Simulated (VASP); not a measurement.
Given:

```yaml
crystal:
  lattice:
    - [1.37246, -2.37717, 0.00000]
    - [1.37246, 2.37717, 0.00000]
    - [0.00000, 0.00000, 4.39742]
  atoms:
    - { symbol: Tc, position: [0.33333, 0.66667, 0.25000] }
    - { symbol: Tc, position: [0.66667, 0.33333, 0.75000] }
```

Computed with PBE GGA, VASP's PBE PAW potentials (set 64) (plane waves; VASP 6.6.1). Settings: 400 eV cut-off, Gaussian smearing of 0.050 eV, potentials Tc_pv.

Question: Give the energies of bands 7 to 16 at the high-symmetry points, in eV from the Fermi level.

Answer: 
```csv
band,Γ,M,K,A,L,H
7,-7.30,-5.33,-4.74,-5.37,-5.28,-3.82
8,-5.40,-4.69,-3.36,-5.37,-5.28,-3.82
9,-1.54,-4.57,-3.36,-1.87,-3.66,-3.26
10,-1.54,-1.90,-2.88,-1.87,-3.66,-3.26
11,-1.46,-1.13,-1.87,-1.67,0.13,-1.76
12,-0.82,-0.93,-1.87,-1.67,0.13,-1.76
13,-0.82,-0.49,-0.04,-1.67,1.42,-0.09
14,-0.13,2.91,2.30,-1.67,1.42,-0.09
15,-0.13,3.31,2.30,1.85,3.17,2.59
16,1.68,3.34,2.70,1.85,3.17,2.59
```

It has no gap at this level: it comes out as a metal or semimetal.

The compound is Tc in the hcp structure. It was relaxed first.
